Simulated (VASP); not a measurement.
Runs of VASP 6.6.1 on InSb. It takes space group F-43m (No. 216, cubic). Conventional cell: a = 6.521 Å, b = 6.521 Å, c = 6.521 Å, α = 90.00°, β = 90.00°, γ = 90.00°. Around In (site symmetry -43m) lie 4 Sb at 2.82 Å. Sb (site symmetry -43m) is surrounded by 4 In at 2.82 Å. 

```csv
task,level,potentials or basis,spin,cell,k mesh,cutoff (eV),gap on the mesh (eV),pressure (GPa)
band structure,TB-mBJ,"VASP PAW PBE potentials, release 64 (In_d, Sb)",off,"F-43m, 34.66 Å³/atom",10 × 10 × 10,520,(a),-
band structure,LDA,"VASP PAW LDA potentials, release 64 (In_d, Sb)",off,"F-43m, 34.66 Å³/atom",10 × 10 × 10,520,-,(b)
band structure,PBEsol,"VASP PAW PBE potentials, release 64 (In_d, Sb)","SOC, no magnetisation","F-43m, 34.66 Å³/atom",6 × 6 × 6,520,-,0.1
band structure,PBEsol,"VASP PAW PBE potentials, release 64 (In_d, Sb)",off,"F-43m, 34.66 Å³/atom",10 × 10 × 10,520,-,0.0
band structure,r2SCAN,"VASP PAW PBE potentials, release 64 (In_d, Sb)",off,"F-43m, 34.66 Å³/atom",10 × 10 × 10,520,0.12,0.7
relaxation of cell and atoms,PBEsol,"VASP PAW PBE potentials, release 64 (In_d, Sb)",off,relaxed,10 × 10 × 10,600,none,0.0
```

Alike in all rows: smearing gaussian 0.03 eV.

Problem. Estimate the missing entries.

Solution. (a) 0.39; (b) -1.3.

Caveats: the PAW data sets were made with another functional, which shifts forces and pressure a little (some runs); spin-orbit coupling is left out, which moves the levels of the heavy elements (some runs); this crystal is a semiconductor, whose small gap the functional closes, so the metal is an error of the method (some runs).

A k mesh can miss the band edges, and rows without SOC leave out spin-orbit coupling on In, Sb.

A gap of «none» marks a metal or a gap under the smearing width.
